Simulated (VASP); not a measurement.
An input for Ansatz (written as the equivalent of a VASP run, and not itself run):

Ansatz 0.2 input:
```yaml
crystal:
  lattice:
    - [1.5033750, -2.7403260, 0.0000000]
    - [1.5033750, 2.7403260, 0.0000000]
    - [0.0000000, 0.0000000, 3.5143660]
  atoms:
    - { symbol: Mg, position: [0.0000000, 0.0000000, 0.0000000] }
    - { symbol: B, position: [0.3333330, 0.6666670, 0.5000000] }
    - { symbol: B, position: [0.6968860, 0.3635520, 0.5000000] }
kpoints:
  mp_grid: { grid: [10, 10, 8] }
hamiltonian:
  xc: pbe
  pseudopotentials: { kind: paw }
scf:
  occupations: { method: methfessel_paxton, width: 0.1 }
  max_iter: 100
output: { forces: true, stress: true, eigenvalues: true }
```

**Question.** Write the VASP files for the same calculation (PBE).

**Answer.** Several could match; the one computed here: 
**INCAR**
```
ALGO  =  Normal
EDIFF  =  1E-6
ENCUT  =  520
GGA  =  PE
ISIF  =  2
ISMEAR  =  1
LASPH  =  .TRUE.
LCHARG  =  .FALSE.
LREAL  =  .FALSE.
LWAVE  =  .FALSE.
NELM  =  100
PREC  =  Accurate
SIGMA  =  0.1
SYSTEM  =  MgB2
```

**POSCAR**
```
MgB2
1
    1.5033750000    -2.7403260000     0.0000000000
    1.5033750000     2.7403260000     0.0000000000
    0.0000000000     0.0000000000     3.5143660000
Mg B
1 2
Direct
  0.0000000000   0.0000000000   0.0000000000
  0.3333330000   0.6666670000   0.5000000000
  0.6968860000   0.3635520000   0.5000000000
```

**KPOINTS**
```
Automatic mesh
0
Gamma
10 10 8
0 0 0
```

POTCAR, in this order: Mg B (PBE.64 set). Program: vasp_std.

The two are equivalent in intent, not identical: each code has its own PAW files, so the cut-off isn't converted (ENCUT is set for VASP's; basis.ecutwfc is left out, and Ansatz then takes the one that its files recommend); Ansatz stops its SCF on the density residual and VASP on the energy change (EDIFF).

The compound is MgB2 in the AlB2 type structure. The cell was not relaxed at this level, atoms are displaced from their ideal sites.
